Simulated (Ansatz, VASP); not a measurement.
**PbO (Litharge): VASP beside Ansatz**

Aim: how closely do two programs agree when they are given the same cell, functional and k mesh?

Method: plane waves, with VASP 6.6.1 beside it; band structure at HSE06, in Ansatz 0.2.0.

**1. The structure**

It takes space group P4/nmm (No. 129, tetragonal). Conventional cell: a = 3.978 Å, b = 3.978 Å, c = 5.026 Å, α = 90.00°, β = 90.00°, γ = 90.00°. Pb has 4 O at 2.31 Å nearest. Nearest to O lie 4 Pb at 2.31 Å. Farther neighbours and most contacts between anions are not listed.

Structure file:

```
Pb O
1.0
     3.97769    0.00000    0.00000
     0.00000    3.97769    0.00000
     0.00000    0.00000    5.02590
Pb O
2 2
Direct
  0.00000 0.50000 0.76550
  0.50000 0.00000 0.23450
  0.50000 0.50000 0.00000
  0.00000 0.00000 0.00000
```

**2. VASP: band structure, HSE06**

Levels along a path test the potential and the projectors away from the mesh points.

Lines of VASP's logs that name or quote its potential files are left out, and so is its time.

The run reads the wave functions of an earlier VASP run, which isn't shown here.

INCAR reads:

```
SYSTEM = PbO
PREC = Accurate
ENCUT = 520
EDIFF = 1E-06
NELM = 100
ISMEAR = 0
SIGMA = 0.02
LREAL = .FALSE.
ALGO = Normal
LHFCALC = .TRUE.
AEXX = 0.25
GGA = PE
HFSCREEN = 0.2
LASPH = .TRUE.
NBANDS = 26
PRECFOCK = Fast
LORBIT = 11
LWAVE = .FALSE.
LCHARG = .FALSE.
KPAR = 4
```

POSCAR reads:

```
PbO
1.0
    3.9776877762      0.0000000000      0.0000000000
    0.0000000000      3.9776877762      0.0000000000
    0.0000000000      0.0000000000      5.0259000000
Pb O
2 2
Direct
    0.0000000000      0.5000000000      0.7655000000
    0.5000000000      0.0000000000      0.2345000000
    0.5000000000      0.5000000000      0.0000000000
    0.0000000000      0.0000000000      0.0000000000
```

KPOINTS reads:

```
Automatic mesh
0
Gamma
4 4 3
0 0 0
```

KPOINTS_OPT reads:

```
Line mode
6
Line-mode
Reciprocal
  0.00000000   0.00000000   0.00000000 GAMMA
  0.00000000   0.50000000   0.00000000 X

  0.00000000   0.50000000   0.00000000 X
  0.50000000   0.50000000   0.00000000 M

  0.50000000   0.50000000   0.00000000 M
  0.00000000   0.00000000   0.00000000 GAMMA

  0.00000000   0.00000000   0.00000000 GAMMA
  0.00000000   0.00000000   0.50000000 Z

  0.00000000   0.00000000   0.50000000 Z
  0.00000000   0.50000000   0.50000000 R

  0.00000000   0.50000000   0.50000000 R
  0.50000000   0.50000000   0.50000000 A

  0.50000000   0.50000000   0.50000000 A
  0.00000000   0.00000000   0.50000000 Z

  0.00000000   0.50000000   0.00000000 X
  0.00000000   0.50000000   0.50000000 R

  0.50000000   0.50000000   0.00000000 M
  0.50000000   0.50000000   0.50000000 A
```

The projector-augmented-wave data sets are Pb_d and O (PBE family, release 64).

Started as:

```sh
> mpirun -np 8 vasp_std
```

Numbers of over 12 decimals in the logs are rounded to 6 here.

Log:

```text
[banner, memory and clock lines left out]
running    8 mpi-ranks, on    1 nodes
 distrk:  each k-point on    2 cores,    4 groups
 distr:  one band on    1 cores,    2 groups

 POSCAR found type information on POSCAR PbO
 POSCAR found :  2 types and       4 ions
|                                                                             |
|           W    W    AA    RRRRR   N    N  II  N    N   GGGG   !!!           |
|           W    W   A  A   R    R  NN   N  II  NN   N  G    G  !!!           |
|           W    W  A    A  R    R  N N  N  II  N N  N  G       !!!           |
|           W WW W  AAAAAA  RRRRR   N  N N  II  N  N N  G  GGG   !            |
|           WW  WW  A    A  R   R   N   NN  II  N   NN  G    G                |
|           W    W  A    A  R    R  N    N  II  N    N   GGGG   !!!           |
|                                                                             |
|     For optimal performance we recommend to set                             |
|       NCORE = 2 up to number-of-cores-per-socket                            |
|     NCORE specifies how many cores store one orbital (NPAR=cpu/NCORE).      |
|     This setting can greatly improve the performance of VASP for DFT.       |
|     The default, NCORE=1 might be grossly inefficient on modern             |
|     multi-core architectures or massively parallel machines. Do your        |
|     Unfortunately you need to use the default for GW and RPA                |
|     calculations (for HF NCORE is supported but not extensively tested      |
|     yet).                                                                   |
|                                                                             |

 LDA part: xc-table for (Slater+PW92), standard interpolation
 found WAVECAR, reading the header
 POSCAR, INCAR and KPOINTS ok, starting setup
 FFT: planning ... GRIDC
 FFT: planning ... GRID_SOFT
 FFT: planning ... GRID
 reading WAVECAR
 the WAVECAR file was read successfully
 initial charge from wavefunction
 entering main loop
       N       E                     dE             d eps       ncg     rms          rms(c)
DAV:   1    -0.265330620323E+02   -0.26533E+02   -0.99666E-01   774   0.108E+01    0.871E-01
DAV:   2    -0.265391617195E+02   -0.60997E-02   -0.12696E-01   800   0.218E+00    0.516E-01
DAV:   3    -0.265384724979E+02    0.68922E-03   -0.21870E-02   956   0.100E+00    0.368E-01
DAV:   4    -0.265375562610E+02    0.91624E-03   -0.11268E-03   890   0.455E-01    0.202E-01
DAV:   5    -0.265372932007E+02    0.26306E-03   -0.95349E-04   862   0.247E-01    0.947E-02
DAV:   6    -0.265372236240E+02    0.69577E-04   -0.67822E-05   810   0.942E-02    0.560E-02
DAV:   7    -0.265372066440E+02    0.16980E-04   -0.42139E-05   858   0.586E-02    0.351E-02
DAV:   8    -0.265372061677E+02    0.47626E-06   -0.10096E-05   784   0.250E-02    0.213E-02
DAV:   9    -0.265372068381E+02   -0.67040E-06   -0.29728E-06   556   0.151E-02
   1 F= -.26537207E+02 E0= -.26537207E+02  d E =-.255500E-18
 Start KPOINTS_OPT (optional k-point list driver)
k-point batch [1-12\54]
       N       E                     dE             ncg
DAV:   1     0.269389438033E+04   -0.76971E+04      624
DAV:   2    -0.286634744465E+04   -0.55602E+04      628
DAV:   3    -0.363399229129E+04   -0.76764E+03      778
DAV:   4    -0.369405535277E+04   -0.60063E+02      744
DAV:   5    -0.369604154502E+04   -0.19862E+01      864
DAV:   6    -0.369611491776E+04   -0.73373E-01      864
DAV:   7    -0.369611740498E+04   -0.24872E-02      912
DAV:   8    -0.369611746654E+04   -0.61563E-04      792
DAV:   9    -0.369611746924E+04   -0.26936E-05      656
DAV:  10    -0.369611746933E+04   -0.97097E-07      564
[...]
k-point batch [49-54\54]
       N       E                     dE             ncg
DAV:   1     0.778810102284E+04   -0.73694E+04      312
DAV:   2     0.507694214642E+04   -0.27112E+04      340
DAV:   3     0.471725773427E+04   -0.35968E+03      368
DAV:   4     0.468721164860E+04   -0.30046E+02      390
DAV:   5     0.468597185948E+04   -0.12398E+01      388
DAV:   6     0.468593783182E+04   -0.34028E-01      414
DAV:   7     0.468593672270E+04   -0.11091E-02      406
DAV:   8     0.468593666616E+04   -0.56544E-04      422
DAV:   9     0.468593666539E+04   -0.77225E-06      288
```

From OUTCAR (step 2):

```text
ion  position               nearest neighbor table
   1  0.000  0.500  0.766-   3 2.31   4 2.31   4 2.31   3 2.31   2 3.67   2 3.67   2 3.67   2 3.67
                             2 3.88   2 3.88   2 3.88   2 3.88
   2  0.500  0.000  0.234-   3 2.31   4 2.31   3 2.31   4 2.31   1 3.67   1 3.67   1 3.67   1 3.67
                             1 3.88   1 3.88   1 3.88   1 3.88
   3  0.500  0.500  0.000-   1 2.31   2 2.31   2 2.31   1 2.31
   4  0.000  0.000  0.000-   1 2.31   2 2.31   1 2.31   2 2.31

  LATTYP: Found a simple tetragonal cell.
 ALAT       =     3.9776877762
 C/A-ratio  =     1.2635230020

 Subroutine GETGRP returns: Found 16 space group operations
 (whereof  8 operations were pure point group operations)

The static configuration has the point symmetry D_2d.
 The point group associated with its full space group is D_4h.

 Found     12 irreducible k-points:

   k-points           NKPTS =     12   k-points in BZ     NKDIM =     48   number of bands    NBANDS=     26

   dimension x,y,z NGX =    30 NGY =   30 NGZ =   40
   dimension x,y,z NGXF=    60 NGYF=   60 NGZF=   80

   ENCUT  =  520.0 eV  38.22 Ry    6.18 a.u.   7.40  7.40  9.34*2*pi/ulx,y,z

   NELECT =      40.0000    total number of electrons

 k-points in reciprocal lattice and weights: Automatic mesh
   0.00000000  0.00000000  0.00000000       0.021
   0.25000000  0.00000000  0.00000000       0.083
   0.50000000  0.00000000  0.00000000       0.042
   0.25000000  0.25000000  0.00000000       0.083
   0.50000000  0.25000000  0.00000000       0.083
   0.50000000  0.50000000  0.00000000       0.021
   0.00000000  0.00000000  0.33333333       0.042
   0.25000000  0.00000000  0.33333333       0.167
   0.50000000  0.00000000  0.33333333       0.083
   0.25000000  0.25000000  0.33333333       0.167
   0.50000000  0.25000000  0.33333333       0.167
   0.50000000  0.50000000  0.33333333       0.042

  exchange ACFDT corr.  =         0.00000000  see jH, gK, PRB 81, 115126

 average (electrostatic) potential at core
       1 -85.4732       2 -85.4732       3 -63.0679       4 -63.0679

 E-fermi :   4.7365

 k-point     1 :       0.0000    0.0000    0.0000
  band No.  band energies     occupation
    ...
     16      -0.4000      2.00000
     17       2.3637      2.00000
     18       2.4001      2.00000
     19       2.4001      2.00000
     20       4.6191      2.00000
     21       7.8574      0.00000
     22      11.0242      0.00000
     23      11.3177      0.00000
     24      11.3177      0.00000
     25      12.3581      0.00000
    ...

 k-point     2 :       0.2500    0.0000    0.0000
  band No.  band energies     occupation
    ...
     16      -0.0132      2.00000
     17       1.5996      2.00000
     18       1.9608      2.00000
     19       2.1593      2.00000
     20       4.3620      2.00000
     21       9.0852      0.00000
     22       9.1019      0.00000
     23      11.1335      0.00000
     24      11.6734      0.00000
     25      12.0157      0.00000
    ...

 k-point     3 :       0.5000    0.0000    0.0000
  band No.  band energies     occupation
    ...
     16       0.8006      2.00000
     17       0.9476      2.00000
     18       0.9476      2.00000
     19       2.7207      2.00000
     20       2.7207      2.00000
     21       8.8901      0.00000
     22       8.8901      0.00000
     23      12.3514      0.00000
     24      12.3514      0.00000
     25      12.4832      0.00000
    ...

  energy-cutoff  :      520.00
  volume of cell :       79.52
      direct lattice vectors                 reciprocal lattice vectors
     3.977687776  0.000000000  0.000000000     0.251402336  0.000000000  0.000000000
     0.000000000  3.977687776  0.000000000     0.000000000  0.251402336  0.000000000
     0.000000000  0.000000000  5.025900000     0.000000000  0.000000000  0.198969339

 POSITION                                       TOTAL-FORCE (eV/Angst)
 -----------------------------------------------------------------------------------
      0.00000      1.98884      3.84733        -0.000000      0.000000      0.089101
      1.98884      0.00000      1.17857         0.000000     -0.000000     -0.089101
      1.98884      1.98884      0.00000         0.000000     -0.000000      0.000000
      0.00000      0.00000      0.00000         0.000000     -0.000000      0.000000
 -----------------------------------------------------------------------------------
    total drift:                                0.000022      0.000001     -0.000006

  FREE ENERGIE OF THE ION-ELECTRON SYSTEM (eV)
  ---------------------------------------------------
  free  energy   TOTEN  =       -26.5372068381 eV

  energy  without entropy=      -26.5372068381  energy(sigma->0) =      -26.53720684

 total charge
# of ion       s       p       d       tot
------------------------------------------
    1        1.387   0.608   9.887  11.882
    2        1.387   0.608   9.887  11.882
    3        1.580   3.434   0.000   5.013
    4        1.580   3.434   0.000   5.013
--------------------------------------------------
tot          5.933   8.084  19.774  33.791

[... 3 further parts left out ...]
```

Spin-orbit coupling is off here; with elements this heavy it splits and shifts levels by tenths of an eV or more.

(Continued in part 2 of 2.)

[Lines on the potential files, build, host, timing and source positions are cut from VASP's logs without a mark.]

[Logs are printed without paths, hosts, clocks, repeated set-up lines and the standing remarks that a program may print on its own settings, such as how far it seeks lower states.]

[Hosts, paths, dates, database ids (printed as entryN), source tags and the programs' standing remarks are cut or masked in the printed files.]
